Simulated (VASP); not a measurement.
Calculation: PBE GGA + U (Dudarev), VASP's PBE PAW potentials (set 64) (plane waves; VASP).

Input for VASP

KPOINTS:
```
Regular mesh
0
gamma
 7 7 7
```

POSCAR:
```
TeW
1.0
  0.0000000000   3.0144170000   3.0144170000
  3.0144170000   0.0000000000   3.0144170000
  3.0144170000   3.0144170000   0.0000000000
Te W
1 1
Cart
  0.0000000000   0.0000000000   0.0000000000
  3.0144170000   3.0144170000   3.0144170000
```

INCAR:
```
LORBIT=10
SYSTEM=TeW
GGA=PE
SIGMA=0.05   # width (eV)
LDAUPRINT=1
ISIF=2
ALGO=Normal   # blocked Davidson
LDAUL=-1 2
LCHARG=.False.
EDIFF=1E-6   # SCF stop (eV)
ENCUT=400   # plane-wave cut-off (eV)
LWAVE=.False.
LASPH=.True.   # aspherical one-centre terms
LMAXMIX=6   # l cut-off of mixed one-centre charges
PREC=Accurate
LDAUU=0 6.0
LDAUTYPE=2   # Dudarev
LDAU=.True.
LDAUJ=0 0
ISMEAR=0   # Gaussian
NELM=100   # most electronic steps
LREAL=.False.   # projection in real space or not
```

POTCAR, in this order: Te W_sv (PBE.64 set). Program: vasp_std.

The run wrote:

OSZICAR:
```
...
DAV:  12    -0.589504826427E+01    0.21114E-01   -0.69734E-02   662   0.695E-01    0.599E-01
DAV:  13    -0.587727454134E+01    0.17774E-01   -0.46429E-02   684   0.599E-01    0.774E-01
DAV:  14    -0.587572830113E+01    0.15462E-02   -0.90253E-04   638   0.145E-01    0.829E-01
DAV:  15    -0.588544547553E+01   -0.97172E-02   -0.15666E-02   668   0.312E-01    0.106E+00
DAV:  16    -0.578517501962E+01    0.10027E+00   -0.27346E+00   684   0.403E+00    0.783E-01
DAV:  17    -0.580020705904E+01   -0.15032E-01   -0.58351E-02   560   0.104E+00    0.568E-01
DAV:  18    -0.581022359684E+01   -0.10017E-01   -0.27113E-02   658   0.464E-01    0.499E-01
DAV:  19    -0.578627552282E+01    0.23948E-01   -0.15639E-01   662   0.100E+00    0.784E-01
DAV:  20    -0.578826726103E+01   -0.19917E-02   -0.25523E-03   572   0.233E-01    0.743E-01
DAV:  21    -0.578930295330E+01   -0.10357E-02   -0.41412E-04   650   0.609E-02    0.739E-01
DAV:  22    -0.578437149833E+01    0.49315E-02   -0.87106E-03   622   0.247E-01    0.510E-01
DAV:  23    -0.579448597163E+01   -0.10114E-01   -0.37879E-02   638   0.474E-01    0.521E-01
DAV:  24    -0.580362700366E+01   -0.91410E-02   -0.17908E-02   644   0.386E-01    0.627E-01
DAV:  25    -0.581273337983E+01   -0.91064E-02   -0.17124E-02   620   0.369E-01    0.818E-01
DAV:  26    -0.583006019658E+01   -0.17327E-01   -0.10170E-01   632   0.792E-01    0.987E-01
DAV:  27    -0.586628610801E+01   -0.36226E-01   -0.45217E-01   660   0.159E+00    0.105E+00
DAV:  28    -0.584068060413E+01    0.25606E-01   -0.18429E-01   652   0.111E+00    0.854E-01
DAV:  29    -0.582686237450E+01    0.13818E-01   -0.84760E-02   676   0.786E-01    0.945E-01
DAV:  30    -0.581543497182E+01    0.11427E-01   -0.34883E-02   578   0.665E-01    0.547E-01
DAV:  31    -0.577275589683E+01    0.42679E-01   -0.47141E-01   632   0.173E+00    0.458E-01
DAV:  32    -0.575849345023E+01    0.14262E-01   -0.54932E-02   674   0.706E-01    0.537E-01
DAV:  33    -0.576209732857E+01   -0.36039E-02   -0.27351E-03   644   0.176E-01    0.531E-01
DAV:  34    -0.577684828049E+01   -0.14751E-01   -0.64666E-02   638   0.652E-01    0.458E-01
DAV:  35    -0.582738768931E+01   -0.50539E-01   -0.82317E-01   648   0.215E+00    0.402E-01
DAV:  36    -0.586279252658E+01   -0.35405E-01   -0.41843E-01   656   0.161E+00    0.398E-01
DAV:  37    -0.589204562559E+01   -0.29253E-01   -0.16690E-01   678   0.101E+00    0.453E-01
DAV:  38    -0.590909273156E+01   -0.17047E-01   -0.53935E-02   674   0.513E-01    0.452E-01
DAV:  39    -0.592130660045E+01   -0.12214E-01   -0.21204E-02   662   0.319E-01    0.605E-01
DAV:  40    -0.592881757880E+01   -0.75110E-02   -0.58199E-03   674   0.179E-01    0.682E-01
DAV:  41    -0.592703498357E+01    0.17826E-02   -0.26355E-04   626   0.576E-02    0.673E-01
DAV:  42    -0.590617035727E+01    0.20865E-01   -0.52459E-02   672   0.521E-01    0.431E-01
DAV:  43    -0.589048743453E+01    0.15683E-01   -0.42562E-02   650   0.519E-01    0.480E-01
DAV:  44    -0.587754826167E+01    0.12939E-01   -0.25296E-02   662   0.415E-01    0.473E-01
DAV:  45    -0.587237725995E+01    0.51710E-02   -0.61734E-03   694   0.221E-01    0.395E-01
DAV:  46    -0.587451251043E+01   -0.21353E-02   -0.99622E-04   620   0.102E-01    0.362E-01
DAV:  47    -0.587497373917E+01   -0.46123E-03   -0.59191E-05   666   0.269E-02    0.362E-01
DAV:  48    -0.587393704083E+01    0.10367E-02   -0.23026E-04   674   0.382E-02    0.365E-01
DAV:  49    -0.587208256188E+01    0.18545E-02   -0.78903E-04   672   0.696E-02    0.367E-01
DAV:  50    -0.587063073213E+01    0.14518E-02   -0.51704E-04   648   0.564E-02    0.369E-01
DAV:  51    -0.586870678239E+01    0.19239E-02   -0.89304E-04   632   0.792E-02    0.376E-01
DAV:  52    -0.586807584375E+01    0.63094E-03   -0.11308E-04   692   0.313E-02    0.376E-01
DAV:  53    -0.586916603333E+01   -0.10902E-02   -0.29866E-04   688   0.429E-02    0.365E-01
DAV:  54    -0.587268517692E+01   -0.35191E-02   -0.30677E-03   672   0.138E-01    0.354E-01
DAV:  55    -0.587418363364E+01   -0.14985E-02   -0.59615E-04   668   0.810E-02    0.348E-01
DAV:  56    -0.588223495857E+01   -0.80513E-02   -0.12462E-02   688   0.289E-01    0.359E-01
DAV:  57    -0.588238497466E+01   -0.15002E-03   -0.12216E-04   558   0.695E-02    0.373E-01
DAV:  58    -0.588239756255E+01   -0.12588E-04   -0.84160E-07   572   0.724E-03    0.374E-01
DAV:  59    -0.587683816064E+01    0.55594E-02   -0.52747E-03   704   0.182E-01    0.363E-01
DAV:  60    -0.586474425497E+01    0.12094E-01   -0.33579E-02   680   0.454E-01    0.367E-01
DAV:  61    -0.586061379560E+01    0.41305E-02   -0.45984E-03   680   0.189E-01    0.350E-01
DAV:  62    -0.586063019534E+01   -0.16400E-04   -0.14473E-05   552   0.280E-02    0.348E-01
DAV:  63    -0.585987907795E+01    0.75112E-03   -0.13062E-04   700   0.285E-02    0.337E-01
DAV:  64    -0.586020645937E+01   -0.32738E-03   -0.24185E-05   618   0.137E-02    0.336E-01
DAV:  65    -0.586193555712E+01   -0.17291E-02   -0.73687E-04   652   0.884E-02    0.326E-01
DAV:  66    -0.585910486190E+01    0.28307E-02   -0.18203E-03   640   0.111E-01    0.327E-01
DAV:  67    -0.585922545154E+01   -0.12059E-03   -0.16866E-05   564   0.235E-02    0.325E-01
DAV:  68    -0.585919256314E+01    0.32888E-04   -0.34287E-06   436   0.176E-02    0.332E-01
DAV:  69    -0.586139727115E+01   -0.22047E-02   -0.11077E-03   698   0.815E-02    0.330E-01
DAV:  70    -0.586350053928E+01   -0.21033E-02   -0.10952E-03   662   0.878E-02    0.338E-01
DAV:  71    -0.587754897232E+01   -0.14048E-01   -0.46559E-02   704   0.526E-01    0.307E-01
DAV:  72    -0.587555490588E+01    0.19941E-02   -0.10751E-03   578   0.142E-01    0.318E-01
DAV:  73    -0.587919702924E+01   -0.36421E-02   -0.24613E-03   704   0.123E-01    0.322E-01
DAV:  74    -0.587848799109E+01    0.70904E-03   -0.10109E-04   630   0.371E-02    0.322E-01
DAV:  75    -0.587855564836E+01   -0.67657E-04   -0.12587E-06   372   0.521E-03    0.322E-01
DAV:  76    -0.586137931257E+01    0.17176E-01   -0.65387E-02   696   0.638E-01    0.409E-01
DAV:  77    -0.586258267353E+01   -0.12034E-02   -0.74366E-04   560   0.147E-01    0.372E-01
DAV:  78    -0.585974259432E+01    0.28401E-02   -0.18804E-03   656   0.110E-01    0.358E-01
DAV:  79    -0.585863965306E+01    0.11029E-02   -0.31393E-04   684   0.503E-02    0.344E-01
DAV:  80    -0.585758349584E+01    0.10562E-02   -0.24503E-04   642   0.378E-02    0.337E-01
DAV:  81    -0.585691755178E+01    0.66594E-03   -0.15736E-04   572   0.496E-02    0.294E-01
DAV:  82    -0.585656822947E+01    0.34932E-03   -0.35876E-05   656   0.221E-02    0.300E-01
DAV:  83    -0.585657974875E+01   -0.11519E-04   -0.57060E-07   292   0.644E-03    0.301E-01
DAV:  84    -0.584919775959E+01    0.73820E-02   -0.11659E-02   698   0.263E-01    0.341E-01
DAV:  85    -0.584735573228E+01    0.18420E-02   -0.99512E-04   686   0.963E-02    0.307E-01
DAV:  86    -0.584234153865E+01    0.50142E-02   -0.80198E-03   632   0.233E-01    0.370E-01
DAV:  87    -0.584288025720E+01   -0.53872E-03   -0.15443E-04   558   0.598E-02    0.351E-01
DAV:  88    -0.584035570582E+01    0.25246E-02   -0.23493E-03   698   0.120E-01    0.356E-01
DAV:  89    -0.584077944252E+01   -0.42374E-03   -0.80501E-05   606   0.339E-02    0.358E-01
DAV:  90    -0.584433298146E+01   -0.35535E-02   -0.44861E-03   660   0.167E-01    0.366E-01
DAV:  91    -0.584366032726E+01    0.67265E-03   -0.16904E-04   608   0.553E-02    0.333E-01
DAV:  92    -0.583690024696E+01    0.67601E-02   -0.19796E-02   660   0.326E-01    0.307E-01
DAV:  93    -0.581322924296E+01    0.23671E-01   -0.19707E-01   660   0.108E+00    0.398E-01
DAV:  94    -0.580338084013E+01    0.98484E-02   -0.27299E-02   656   0.453E-01    0.505E-01
DAV:  95    -0.579555477887E+01    0.78261E-02   -0.12386E-02   646   0.280E-01    0.536E-01
DAV:  96    -0.578681052639E+01    0.87443E-02   -0.17555E-02   650   0.327E-01    0.597E-01
DAV:  97    -0.579061779396E+01   -0.38073E-02   -0.36973E-03   650   0.191E-01    0.530E-01
DAV:  98    -0.579277909454E+01   -0.21613E-02   -0.11217E-03   644   0.968E-02    0.531E-01
DAV:  99    -0.578293923759E+01    0.98399E-02   -0.24680E-02   650   0.386E-01    0.588E-01
DAV: 100    -0.578034928568E+01    0.25900E-02   -0.27113E-03   662   0.173E-01
   1 F= -.57803493E+01 E0= -.57752145E+01  d E =-.102696E-01
```

File OUTCAR:
```
------------------------ aborting loop EDIFF was not reached (unconverged)  ----------------------------
  FORCE on cell =-STRESS in cart. coord.  units (eV):
  Direction    XX          YY          ZZ          XY          YZ          ZX
  --------------------------------------------------------------------------------------
  Total       -3.4523314     -3.4523314     -3.4523314      0.0000000     -0.0000000     -0.0000000
  in kB     -100.9678414   -100.9678414   -100.9678414      0.0000000     -0.0000000     -0.0000000
  external PRESSURE =    -100.9678414 kB  Pullay stress =       0.0000000 kB
  volume of cell :       54.78
      direct lattice vectors                 reciprocal lattice vectors
     0.000000000  3.014417000  3.014417000    -0.165869553  0.165869553  0.165869553
     3.014417000  0.000000000  3.014417000     0.165869553 -0.165869553  0.165869553
     3.014417000  3.014417000  0.000000000     0.165869553  0.165869553 -0.165869553
 POSITION                                       TOTAL-FORCE (eV/Angst)
 -----------------------------------------------------------------------------------
      0.00000      0.00000      0.00000         0.000000      0.000000     -0.000000
      3.01442      3.01442      3.01442         0.000000      0.000000      0.000000
 -----------------------------------------------------------------------------------
    total drift:                                0.000000      0.000000      0.000000
  FREE ENERGIE OF THE ION-ELECTRON SYSTEM (eV)
  ---------------------------------------------------
  free  energy   TOTEN  =        -5.7803492857 eV

  energy  without entropy=       -5.7700796867  energy(sigma->0) =       -5.77521449

 total charge

# of ion       s       p       d       tot
------------------------------------------
    1        1.366   1.826   0.114   3.305
    2        2.412   6.080   3.037  11.530
--------------------------------------------------
tot          3.778   7.906   3.151  14.835
```
(Selected blocks of OUTCAR.)

File stdout:
```
...
DAV:  81    -0.585691755178E+01    0.66594E-03   -0.15736E-04   572   0.496E-02    0.294E-01
DAV:  82    -0.585656822947E+01    0.34932E-03   -0.35876E-05   656   0.221E-02    0.300E-01
DAV:  83    -0.585657974875E+01   -0.11519E-04   -0.57060E-07   292   0.644E-03    0.301E-01
DAV:  84    -0.584919775959E+01    0.73820E-02   -0.11659E-02   698   0.263E-01    0.341E-01
DAV:  85    -0.584735573228E+01    0.18420E-02   -0.99512E-04   686   0.963E-02    0.307E-01
DAV:  86    -0.584234153865E+01    0.50142E-02   -0.80198E-03   632   0.233E-01    0.370E-01
DAV:  87    -0.584288025720E+01   -0.53872E-03   -0.15443E-04   558   0.598E-02    0.351E-01
DAV:  88    -0.584035570582E+01    0.25246E-02   -0.23493E-03   698   0.120E-01    0.356E-01
DAV:  89    -0.584077944252E+01   -0.42374E-03   -0.80501E-05   606   0.339E-02    0.358E-01
DAV:  90    -0.584433298146E+01   -0.35535E-02   -0.44861E-03   660   0.167E-01    0.366E-01
DAV:  91    -0.584366032726E+01    0.67265E-03   -0.16904E-04   608   0.553E-02    0.333E-01
DAV:  92    -0.583690024696E+01    0.67601E-02   -0.19796E-02   660   0.326E-01    0.307E-01
DAV:  93    -0.581322924296E+01    0.23671E-01   -0.19707E-01   660   0.108E+00    0.398E-01
DAV:  94    -0.580338084013E+01    0.98484E-02   -0.27299E-02   656   0.453E-01    0.505E-01
DAV:  95    -0.579555477887E+01    0.78261E-02   -0.12386E-02   646   0.280E-01    0.536E-01
DAV:  96    -0.578681052639E+01    0.87443E-02   -0.17555E-02   650   0.327E-01    0.597E-01
DAV:  97    -0.579061779396E+01   -0.38073E-02   -0.36973E-03   650   0.191E-01    0.530E-01
DAV:  98    -0.579277909454E+01   -0.21613E-02   -0.11217E-03   644   0.968E-02    0.531E-01
DAV:  99    -0.578293923759E+01    0.98399E-02   -0.24680E-02   650   0.386E-01    0.588E-01
DAV: 100    -0.578034928568E+01    0.25900E-02   -0.27113E-03   662   0.173E-01

 -----------------------------------------------------------------------------
|                                                                             |
|           W    W    AA    RRRRR   N    N  II  N    N   GGGG   !!!           |
|           W    W   A  A   R    R  NN   N  II  NN   N  G    G  !!!           |
|           W    W  A    A  R    R  N N  N  II  N N  N  G       !!!           |
|           W WW W  AAAAAA  RRRRR   N  N N  II  N  N N  G  GGG   !            |
|           WW  WW  A    A  R   R   N   NN  II  N   NN  G    G                |
|           W    W  A    A  R    R  N    N  II  N    N   GGGG   !!!           |
|                                                                             |
|     The electronic self-consistency was not achieved in the given           |
|     number of steps (NELM). The forces and other quantities evaluated       |
|     might not be reliable so examine the results carefully. If you find     |
|     spurious results, we suggest increasing NELM, if you were close to      |
|     convergence or switching to a different ALGO or adjusting the           |
|     density mixing parameters otherwise.                                    |
|                                                                             |
 -----------------------------------------------------------------------------

   1 F= -.57803493E+01 E0= -.57752145E+01  d E =-.102696E-01
```

Convergence was not reached.

The structure was generated: TeW was put into the rocksalt type (Fm-3m), which need not be its known phase. The cell was not relaxed at this level. The run is one of a series of settings (LDAU = .TRUE., LDAUJ = 0 0, LDAUL = -1 2, LDAUTYPE = 2, LDAUU = 0 6.0 against the base run), some of them coarse on purpose.
